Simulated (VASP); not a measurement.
# H4CO in VASP: notebook, part 2 of 3

VASP 6.6.1. The steps go on from the part before.

**3. Single point, PBE+D3(BJ)**

INCAR reads:

```
PREC = Accurate ; ENCUT = 520
EDIFF = 1E-6 ; ISMEAR = -1
SIGMA = 0.05 ; LREAL = Auto
LASPH = True ; NELM = 60
ALGO = Fast ; ISIF = 2
LWAVE = False ; LCHARG = True
GGA = PE ; IVDW = 12
LELF = True ; LVHAR = True
NBANDS = 66
```

KPOINTS reads:

```
regular mesh
0
Gamma
  1 1 1
```

POSCAR reads:

```
H4CO
1.0
    7.3803230000      0.0000000000      0.0000000000
    0.0000000000      7.3803230000      0.0000000000
    0.0000000000      0.0000000000      7.3803230000
C O H
6 6 24
Direct
    0.9121416502      0.9290243801      0.2312635910
    0.4584758689      0.6567734231      0.6903085407
   -0.0078722842      0.8353021948      0.7382874706
    0.6679111470      0.4838812610      0.2111967186
    0.2116845022      0.3608649649      0.1321215887
    0.7113916288      0.2606119000      0.6760950706
    1.0784622841      0.8760050204      0.3165308619
    0.4609147865      0.7672428429      0.8503963851
    0.0089562476      0.6627352218      0.8303159631
    0.7122452500      0.5818851018      0.0312994431
    0.2813156010      0.2155054731      0.2368595521
    0.8551522745      0.3552419047      0.5955836892
    0.7944503242      0.9022775832      0.3229668945
    1.1525511824      0.8321451514      0.2232422619
    0.9075619048      1.0663083445      0.1778919432
    0.8923186695      0.8434996680      0.1130438329
    0.3331426009      0.6797940957      0.6156776607
    0.5489055154      0.7057143705      0.9185370342
    0.5651243177      0.6965006816      0.5927247358
    0.4821604691      0.5078368521      0.7251037658
   -0.1527846410      0.8812757924      0.7452519355
    0.1309021299      0.6235905935      0.8064958675
    0.0798068052      0.9359617458      0.7952226481
    0.0211643854      0.8276873519      0.5905432594
    0.6715153253      0.3405271016      0.1714965592
    0.8410201017      0.5753271232     -0.0021950259
    0.7832990507      0.5098286349      0.3128995845
    0.5389466017      0.5482957860      0.2450028271
    0.3150404122      0.4704807635      0.0958223644
    0.1864146054      0.1456575817      0.2986590153
    0.1661444899      0.3045530663     -0.0001761441
    0.0996297859      0.4292766048      0.2136762849
    0.6733445135      0.1385576214      0.5967624994
    0.8921967236      0.4478123789      0.6862978761
    0.7386126596      0.2115625563      0.8235953901
    0.5920743577      0.3438196404      0.6668949313
```

Potentials or basis: VASP PAW PBE potentials, release 64 (C, O, H).

On the command line:

```bash
> cat potpaw_PBE.64/C/POTCAR potpaw_PBE.64/O/POTCAR potpaw_PBE.64/H/POTCAR > POTCAR
> mpirun -np 1 vasp_gam > vasp.out
```

OUTCAR:

```text
PREC = Accurate
   ENCUT = 520
   EDIFF = 1E-6
   ISMEAR = -1
   LREAL = Auto
   LASPH = True
   NELM = 60
   ISIF = 2
   GGA = PE
   IVDW = 12
 IVDW          = 12

 ion  position               nearest neighbor table
   1  0.912  0.929  0.231-  16 1.09  15 1.09  13 1.12   7 1.43
   2  0.458  0.657  0.690-  17 1.09  19 1.11  20 1.14   8 1.44
   3  0.992  0.835  0.738-  23 1.07  24 1.11  21 1.12   9 1.45
[... 337 lines left out ...]
  -------------------------------------------------------------------------------------
  Total       2.41624    -2.76571    -4.57804    -1.83320     2.33833     1.43690
  in kB       9.62995   -11.02279   -18.24586    -7.30624     9.31945     5.72678
  external pressure =       -6.55 kB  Pullay stress =        0.00 kB

 VOLUME and BASIS-vectors are now :
 -----------------------------------------------------------------------------
  energy-cutoff  :      520.00
  volume of cell :      402.00
      direct lattice vectors                 reciprocal lattice vectors
     7.380323000  0.000000000  0.000000000     0.135495425  0.000000000  0.000000000
     0.000000000  7.380323000  0.000000000     0.000000000  0.135495425  0.000000000
     0.000000000  0.000000000  7.380323000     0.000000000  0.000000000  0.135495425

 POSITION                                       TOTAL-FORCE (eV/Angst)
 -----------------------------------------------------------------------------------
      6.73190      6.85650      1.70680        -0.880860     -0.927819     -0.130674
      3.38370      4.84720      5.09470         0.334534     -0.422078      0.048763
      7.32222      6.16480      5.44880        -1.542806     -0.045147     -1.062230
      4.92940      3.57120      1.55870         2.516981      1.297265     -1.706285
      1.56230      2.66330      0.97510        -0.767364      0.662540      0.150887
      5.25030      1.92340      4.98980        -0.273912     -1.661141      0.984204
[... 28 lines left out ...]
      5.45120      1.56140      6.07840        -0.300252      0.651288     -1.414776
      4.36970      2.53750      4.92190        -0.661099      0.105687      0.477143
 -----------------------------------------------------------------------------------
    total drift:                               -0.028527     -0.019967     -0.000008

  FREE ENERGIE OF THE ION-ELECTRON SYSTEM (eV)
  ---------------------------------------------------
  free  energy   TOTEN  =      -182.4886978514 eV

  energy  without entropy=     -182.4886978514  energy(sigma->0) =     -182.48869785
```

stdout:

```text
POSCAR found type information on POSCAR C O H
 POSCAR found :  3 types and      36 ions
 scaLAPACK will be used
 LDA part: xc-table for (Slater+PW92), standard interpolation
 POSCAR, INCAR and KPOINTS ok, starting setup
 FFT: planning ... GRIDC
 FFT: planning ... GRID_SOFT
 FFT: planning ... GRID
 WAVECAR not read
 entering main loop
```

Run time: 38 s. Hardware: 1 thread of Intel Xeon 6975P-C (Granite Rapids), shared host; peak memory 0.42 GiB.

Results:

```yaml
Free_energy: -182.4887 eV
Pressure: -0.7 GPa
Largest_force: 3.306 eV/Å
Band_gap_on_the_k_mesh: 4.62 eV, direct
Dispersion_energy_per_atom: -0.034 eV
```

Forces on the atoms (eV/Å):
```
C   -0.881 -0.928 -0.131
C    0.335 -0.422  0.049
C   -1.543 -0.045 -1.062
C    2.517  1.297 -1.706
C   -0.767  0.663  0.151
C   -0.274 -1.661  0.984
O   -1.062  1.085  1.437
O   -1.824  0.634 -1.830
O   -0.361  0.269 -0.293
O   -0.357 -0.636  1.433
O    0.918  0.027  0.309
O    1.075  0.528  0.518
H    0.633  0.306 -0.208
H    1.345 -0.674 -1.346
H    0.227  0.671  0.325
H   -0.279 -0.253 -0.236
H   -0.456 -0.176 -0.009
H    1.927 -0.790  1.911
H    0.187 -0.034  0.118
H   -0.630  1.368 -0.273
H    0.709 -0.342  0.376
H    0.720 -0.282  0.115
H    0.508  0.578  0.562
H    0.146 -0.335  0.479
H   -0.662 -0.045  0.545
H   -0.197 -0.027  0.178
H   -1.375 -0.123 -0.774
H    0.062 -0.572  0.423
H   -0.483 -1.166  0.615
H    0.101  0.297 -0.302
H   -0.376  0.421  0.183
H    0.553 -0.328 -0.979
H    0.546  0.162  0.018
H   -0.021 -0.223 -0.640
H   -0.300  0.651 -1.415
H   -0.661  0.106  0.477
```

Stress tensor (GPa, compression positive):
```
 0.96 -0.73  0.57
-0.73 -1.10  0.93
 0.57  0.93 -1.82
```

Levels at points of the mesh, in eV from the valence-band top:
```csv
k point,band 38,band 39,band 40,band 41,band 42,band 43,band 44,band 45,band 46,band 47
"(0.00, 0.00, 0.00)",-0.95,-0.54,-0.28,-0.15,0.00,4.62,5.71,5.99,6.37,6.52
```

**4. Single point, PBE+D3(BJ)**

INCAR reads:

```
PREC = Accurate
ENCUT = 520
EDIFF = 1E-6
ISMEAR = -1
SIGMA = 0.05
LREAL = Auto
LASPH = T
NELM = 60
ALGO = Normal
ISIF = 2
LWAVE = F
LCHARG = F
GGA = PE
IVDW = 12
NBANDS = 66
```

KPOINTS is that of step 3.

POSCAR reads:

```
H4CO
1.0
    7.3803230000      0.0000000000      0.0000000000
    0.0000000000      7.3803230000      0.0000000000
    0.0000000000      0.0000000000      7.3803230000
C O H
6 6 24
Direct
    0.9173446745      0.9504055581      0.2152886805
    0.4519178903      0.6901459462      0.6759866743
   -0.0065850776      0.8214816614      0.7240875501
    0.7014598142      0.5254377078      0.1944359346
    0.1774719074      0.3493614033      0.1053612423
    0.7434498463      0.2189199578      0.6785339883
    1.0752239435      0.8692844473      0.2992958438
    0.4584216707      0.7388294523      0.8668184306
    0.0517863514      0.6644153650      0.8189478970
    0.7174076257      0.5253970592     -0.0001354954
    0.2830634919      0.2342580399      0.2251527474
    0.8716556172      0.3494562501      0.6208129373
    0.7885020750      0.9217211767      0.2848249325
    1.1898937215      0.9307858206      0.2589453063
    0.9219244198      1.0938139157      0.1826342831
    0.9004619446      0.8847038266      0.0823134706
    0.3964054148      0.8033388241      0.5846898571
    0.5509379468      0.6545512981      0.9302438389
    0.5969657426      0.6493211747      0.6426954484
    0.3701735005      0.5694737209      0.6671388231
   -0.1539770007      0.8019838698      0.7229358390
    0.1689356956      0.6852816604      0.8712762301
    0.0088749503      0.9454328760      0.8032304277
    0.0458245527      0.8354376902      0.5864241985
    0.6596188270      0.3886415269      0.2302744744
    0.8354647893      0.5820476963     -0.0339416039
    0.8237986332      0.5620621211      0.2507478331
    0.5888631162      0.6108133750      0.2362633722
    0.2627256287      0.4047248339      0.0061243932
    0.1989885809      0.2316158791      0.3291048373
    0.0529651616      0.2657336271      0.0480873263
    0.1168377048      0.4566737797      0.1904252700
    0.7181257514      0.1276502397      0.5664657224
    0.9114506235      0.4183556736      0.7220009206
    0.7797219715      0.1439367898      0.7982577456
    0.6142414092      0.2868031657      0.7215673352
```

Potentials or basis: VASP PAW PBE potentials, release 64 (C, O, H).

On the command line:

```bash
> cat potpaw_PBE.64/C/POTCAR potpaw_PBE.64/O/POTCAR potpaw_PBE.64/H/POTCAR > POTCAR
> mpirun -np 1 vasp_gam > vasp.out
```

OUTCAR:

```text
PREC = Accurate
   ENCUT = 520
   EDIFF = 1E-6
   ISMEAR = -1
   LREAL = Auto
   LASPH = T
   NELM = 60
   ISIF = 2
   GGA = PE
   IVDW = 12
 IVDW          = 12

 ion  position               nearest neighbor table
   1  0.917  0.950  0.215-  15 1.09  13 1.10  16 1.10   7 1.45
   2  0.452  0.690  0.676-  20 1.08  19 1.14  17 1.15   8 1.45
   3  0.993  0.821  0.724-  23 1.09  24 1.09  21 1.10   9 1.42
   4  0.701  0.525  0.194-  27 1.03  28 1.09  25 1.09  10 1.44
   5  0.177  0.349  0.105-  29 1.05  32 1.11  31 1.18  11 1.45
   6  0.743  0.219  0.679-  35 1.08  33 1.08  36 1.12  12 1.42
   7  0.075  0.869  0.299-  14 1.01   1 1.45
   8  0.458  0.739  0.867-  18 1.04   2 1.45
   9  0.052  0.664  0.819-  22 0.96   3 1.42
  10  0.717  0.525  1.000-  26 1.00   4 1.44
  11  0.283  0.234  0.225-  30 0.99   5 1.45
  12  0.872  0.349  0.621-  34 0.95   6 1.42
  13  0.789  0.922  0.285-   1 1.10
  14  0.190  0.931  0.259-   7 1.01
  15  0.922  0.094  0.183-   1 1.09
  16  0.900  0.885  0.082-   1 1.10
  17  0.396  0.803  0.585-   2 1.15
[... 17 lines left out ...]
  35  0.780  0.144  0.798-   6 1.08
  36  0.614  0.287  0.722-   6 1.12

  LATTYP: Found a simple cubic cell.
[... 235 lines left out ...]
  band No.  band energies     occupation
      1     -23.0333      2.00000
      2     -22.8396      2.00000
      3     -22.7073      2.00000
      4     -22.4448      2.00000
      5     -22.3451      2.00000
      6     -21.5687      2.00000
[... 46 lines left out ...]
     53       4.9936      0.00000
     54       5.1459      0.00000
 [bands above 54 left out]

------------------------ aborting loop because EDIFF is reached ----------------------------------------

 Edisp (eV)   -1.24106

 E8    (eV) :    -0.2685

  FORCE on cell =-STRESS in cart. coord.  units (eV):
  Direction    XX          YY          ZZ          XY          YZ          ZX
  --------------------------------------------------------------------------------------
  -------------------------------------------------------------------------------------
  Total      -4.76915     0.98061     2.59660     0.98009     0.96929     1.28176
  in kB     -19.00750     3.90825    10.34880     3.90618     3.86311     5.10846
  external pressure =       -1.58 kB  Pullay stress =        0.00 kB

 VOLUME and BASIS-vectors are now :
 -----------------------------------------------------------------------------
  energy-cutoff  :      520.00
  volume of cell :      402.00
      direct lattice vectors                 reciprocal lattice vectors
     7.380323000  0.000000000  0.000000000     0.135495425  0.000000000  0.000000000
     0.000000000  7.380323000  0.000000000     0.000000000  0.135495425  0.000000000
     0.000000000  0.000000000  7.380323000     0.000000000  0.000000000  0.135495425

 POSITION                                       TOTAL-FORCE (eV/Angst)
 -----------------------------------------------------------------------------------
      6.77030      7.01430      1.58890         0.168587     -0.958359     -1.133043
      3.33530      5.09350      4.98900         1.675106      0.245156      0.399939
      7.33172      6.06280      5.34400        -1.297650      0.037742      0.408652
      5.17700      3.87790      1.43500        -2.069671     -1.192455     -1.190909
      1.30980      2.57840      0.77760        -2.467902     -1.568493      1.212236
      5.48690      1.61570      5.00780        -1.290250      1.025736      0.250544
[... 28 lines left out ...]
      5.75460      1.06230      5.89140         0.649043     -0.536656      0.519394
      4.53330      2.11670      5.32540         0.216030     -0.243889     -0.456830
 -----------------------------------------------------------------------------------
    total drift:                               -0.005052     -0.000787     -0.001981

  FREE ENERGIE OF THE ION-ELECTRON SYSTEM (eV)
  ---------------------------------------------------
  free  energy   TOTEN  =      -182.7672659223 eV

  energy  without entropy=     -182.7672659223  energy(sigma->0) =     -182.76726592
```

stdout:

```text
POSCAR found type information on POSCAR C O H
 POSCAR found :  3 types and      36 ions
 scaLAPACK will be used
 LDA part: xc-table for (Slater+PW92), standard interpolation
 POSCAR, INCAR and KPOINTS ok, starting setup
 FFT: planning ... GRIDC
 FFT: planning ... GRID_SOFT
 FFT: planning ... GRID
 WAVECAR not read
 entering main loop
```

It took 37 s on 1 thread of Intel Xeon 6975P-C (Granite Rapids), shared host; peak memory 0.37 GiB.

Results:

```
Free energy                : -182.7673 eV
Pressure                   : -0.2 GPa
Largest force              : 3.165 eV/Å
Band gap on the k mesh     : 4.59 eV, direct
Dispersion energy per atom : -0.034 eV
```

Forces on the atoms (eV/Å):
```
C    0.169 -0.958 -1.133
C    1.675  0.245  0.400
C   -1.298  0.038  0.409
C   -2.070 -1.192 -1.191
C   -2.468 -1.568  1.212
C   -1.290  1.026  0.251
O    0.345  0.791  0.034
O   -0.142  0.030  0.319
O   -0.527 -0.667  0.135
O    0.695  0.513 -0.545
O   -0.946  0.138  0.357
O    0.065 -0.693 -1.135
H    0.481 -0.068  0.594
H   -1.306 -0.263  0.064
H    0.357  0.477  0.482
H   -0.079 -0.024 -0.178
H    0.621 -0.918  1.076
H   -0.698  0.692 -1.009
H   -1.094  0.426 -0.528
H   -0.560 -0.514 -0.624
H   -0.183  0.225 -0.543
H    1.162  0.182  0.364
H    0.518  0.246  0.100
H    0.192 -0.077 -0.120
H    0.191 -0.327  0.371
H   -0.485 -0.186  0.076
H    1.986  0.624  1.363
H   -0.085  0.561  0.156
H    0.867  0.448 -1.323
H    0.810 -0.331  0.013
H    1.706  1.178  0.191
H    0.119  0.213 -0.353
H   -0.101 -0.267 -0.271
H    0.506  0.782  0.924
H    0.649 -0.537  0.519
H    0.216 -0.244 -0.457
```

**5. Single point, PBE+D3(BJ)**

INCAR reads:

```
ALGO     = Normal         # electronic algorithm
EDIFF    = 1E-7           # SCF threshold, eV
ENCUT    = 520            # plane-wave cutoff, eV
GGA      = PE             # functional
ISIF     = 2              # what is computed and relaxed
ISMEAR   = -1             # smearing method
IVDW     = 12             # dispersion correction
LASPH    = True           # aspherical terms in the spheres
LCHARG   = False          # write CHGCAR
LREAL    = Auto         
LWAVE    = False          # write WAVECAR
NBANDS   = 66             # bands
NELM     = 60             # most SCF steps
PREC     = Accurate       # precision mode
SIGMA    = 0.05           # smearing width, eV
```

KPOINTS reads:

```
k-points
0
Gamma
  1 1 1
```

POSCAR reads:

```
H4CO
1.0
    7.3803230000      0.0000000000      0.0000000000
    0.0000000000      7.3803230000      0.0000000000
    0.0000000000      0.0000000000      7.3803230000
C O H
6 6 24
Direct
    0.8860994295      0.9222360593      0.2533628948
    0.4353332503      0.6629249153      0.6796586003
   -0.0746037809      0.7928108296      0.7771882071
    0.7067305862      0.4688954670      0.2056143071
    0.2405856763      0.3242270020      0.1806831490
    0.7174482743      0.2699746339      0.6948747365
    1.0541137563      0.9073180130      0.3544560313
    0.4683128367      0.8370500857      0.7486257715
   -0.0214760248      0.6372756314      0.8777664609
    0.6526408126      0.5807062916      0.0477079391
    0.3370177701      0.1916582784      0.2855159591
    0.8705852034      0.3557567873      0.6189837491
    0.7822150873      0.9739275639      0.3474780169
    1.1400856033      0.8313999265      0.2883613630
    0.8912889043      1.0291283999      0.1507522096
    0.8421447137      0.7920791543      0.1931351785
    0.3250941727      0.6897394599      0.5799746163
    0.5201398367      0.8274028115      0.8710187887
    0.5469679308      0.6124664192      0.5996756511
    0.3852541413      0.5483228851      0.7743157041
   -0.2218195599      0.8052493095      0.7857244188
    0.1075427187      0.6510826152      0.8841482954
   -0.0043223041      0.9155696844      0.8267388839
   -0.0311097495      0.7641535472      0.6391725674
    0.6192411904      0.3513125374      0.2133510959
    0.7602377294      0.6048651258     -0.0223702946
    0.8456133966      0.4327317382      0.1994357158
    0.6757698816      0.5420765460      0.3330206551
    0.3338607267      0.3970422433      0.0932615009
    0.2473604475      0.1379072434      0.3605804245
    0.1429205741      0.2628069259      0.0862699370
    0.1666051743      0.4343847823      0.2546636509
    0.7310655645      0.1345063082      0.7589234238
    0.9293495691      0.4311870903      0.7100637736
    0.6477900764      0.3436841450      0.8037995085
    0.6059490892      0.2442305032      0.5979548592
```

On the command line:

```bash
> cat potpaw_PBE.64/C/POTCAR potpaw_PBE.64/O/POTCAR potpaw_PBE.64/H/POTCAR > POTCAR
> mpirun -np 1 vasp_gam > vasp.out
```

Run time: 38 s. Hardware: 1 thread of Intel Xeon 6975P-C (Granite Rapids), shared host; peak memory 0.37 GiB.

The run converged. Its results:

* Free energy: -182.6238 eV
* Pressure: 0.2 GPa
* Largest force: 2.180 eV/Å
* Band gap on the k mesh: 4.45 eV, direct
* Dispersion energy per atom: -0.034 eV

Forces on the atoms (eV/Å):
```
C   -0.123  0.090  0.365
C   -1.898 -0.834 -0.674
C    0.129  0.484 -0.701
C   -1.703  1.315 -0.261
C   -0.309  0.366 -0.345
C   -1.590 -0.726  0.719
O   -0.106 -0.079 -0.149
O    0.302  0.410  1.522
O   -0.010 -0.533  0.708
O   -0.591 -0.575  1.135
O    0.435  1.386 -0.901
O   -0.050 -0.339 -0.304
H    0.109 -0.381  0.164
H   -0.269  0.165 -0.052
H    0.358 -0.005 -0.437
H    0.124  0.402  0.211
H    0.093 -0.462  0.148
H   -0.158 -0.084 -0.290
H    0.718 -0.402 -0.093
H    0.657  1.321 -0.476
H    0.070  0.190 -0.125
H    0.830 -0.442  0.338
H   -0.328 -0.104 -0.057
H   -0.251  0.565 -0.588
H   -0.077 -0.569 -0.295
H    0.662 -0.207  0.017
H    1.155 -0.287 -0.037
H    0.377  0.151 -0.293
H    0.642  0.011 -0.121
H   -0.915 -0.899  0.864
H   -0.196 -0.262  0.103
H    0.263 -0.653  0.365
H    0.938 -0.017 -0.267
H   -0.104  0.057  0.256
H    0.292  0.623  0.064
H    0.522  0.322 -0.516
```

Stress tensor (GPa, compression positive):
```
 0.74  0.03 -0.36
 0.03 -0.49  0.47
-0.36  0.47  0.37
```

Levels at points of the mesh, in eV from the valence-band top:
```tsv
k point	band 38	band 39	band 40	band 41	band 42	band 43	band 44	band 45	band 46	band 47
(0.00, 0.00, 0.00)	-0.67	-0.45	-0.28	-0.13	0.00	4.45	5.86	5.95	6.32	6.89
```

(Part 2 of 3 ends here.)
